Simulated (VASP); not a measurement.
The input files of a VASP run:

**INCAR**
```
SYSTEM = GaSb
PREC = Accurate; ENCUT = 500; LREAL = .FALSE.
LASPH = .TRUE.
EDIFF = 1E-6; NELM = 100; ALGO = Normal
LMAXMIX = 4
ISMEAR = 0; SIGMA = 0.05
GGA = PS
IBRION = 2; NSW = 40; ISIF = 3
EDIFFG = -0.02; PSTRESS = 200
LWAVE = .FALSE.; LCHARG = .FALSE.
```

KPOINTS:
```
Automatic mesh
0
Gamma
8 8 8
0 0 0
```

File POSCAR:
```
GaSb
1.0
  0.0000000000   2.8350050349   2.8350050349
  2.8350050349   0.0000000000   2.8350050349
  2.8350050349   2.8350050349   0.0000000000
Ga Sb
1 1
direct
  1.0000000000   0.0000000000   0.0000000000
  0.2500000000   0.2500000000   0.2500000000
```

POTCAR, in this order: Ga_d Sb (PBE.64 set). Program: vasp_std.

Problem. Translate this PBEsol calculation to Ansatz.

Solution. One equivalent input (not run):
Ansatz 0.2 input:
```yaml
crystal:
  lattice:
    - [0.0000000, 2.8350050, 2.8350050]
    - [2.8350050, 0.0000000, 2.8350050]
    - [2.8350050, 2.8350050, 0.0000000]
  atoms:
    - { symbol: Ga, position: [1.0000000, 0.0000000, 0.0000000] }
    - { symbol: Sb, position: [0.2500000, 0.2500000, 0.2500000] }
kpoints:
  mp_grid: { grid: [8, 8, 8] }
hamiltonian:
  xc: pbesol
  pseudopotentials: { kind: paw }
scf:
  occupations: { method: gaussian, width: 0.05 }
  max_iter: 100
relax:
  max_steps: 40
  f_tol: 0.02
  cell: { p_target: 20 }
output: { forces: true, stress: true, eigenvalues: true }
```
What does not carry over: each code has its own PAW files, so the cut-off isn't converted (ENCUT is set for VASP's; basis.ecutwfc is left out, and Ansatz then takes the one that its files recommend); Ansatz stops its SCF on the density residual and VASP on the energy change (EDIFF).

The compound is GaSb in the zinc blende structure. It was relaxed first under an external pressure of 20 GPa.
